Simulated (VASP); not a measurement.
Input of a VASP 6.6.1 run:

The input INCAR:

```
SYSTEM = BeCd2S3
  PREC = Accurate
  ENCUT = 520
  EDIFF = 1E-6
  ISMEAR = 0
  SIGMA = 0.03
  LREAL = .FALSE.
  LASPH = .TRUE.
  NELM = 120
  ALGO = Normal
  ISIF = 3
  LWAVE = .FALSE.
  LCHARG = .FALSE.
  GGA = PE
  IBRION = 2
  NSW = 90
  EDIFFG = -0.01
  KPAR = 4
```

KPOINTS

```
regular mesh
0
G
  8 8 4
  0 0 0
```

The input POSCAR:

```
BeCd2S3
1.0
    3.9533854900      0.0000000000      0.0000000000
   -1.9766927500      3.4237322700      0.0000000000
    0.0000000000      0.0000000000      9.8200000000
Be Cd S
1 2 3
Direct
    0.0000000000      0.0000000000      0.0057026500
    0.6666666700      0.3333333300      0.6885947000
    0.3333333300      0.6666666700      0.3210794300
    0.3333333300      0.6666666700      0.5773930800
    0.0000000000      0.0000000000      0.2154786200
    0.6666666700      0.3333333300      0.9466395100
```

Potentials or basis: VASP PAW PBE potentials, release 64 (Be, Cd, S).

Command:

```console
$ cat potpaw_PBE.64/Be/POTCAR potpaw_PBE.64/Cd/POTCAR potpaw_PBE.64/S/POTCAR > POTCAR
$ mpirun -np 4 vasp_std > vasp.out
```

(1) Estimate the band gap on the k mesh.

(2) What does it give for the relaxed volume?

Answers

(1) 1.53 eV, direct.

(2) 22.05 Å³/atom.
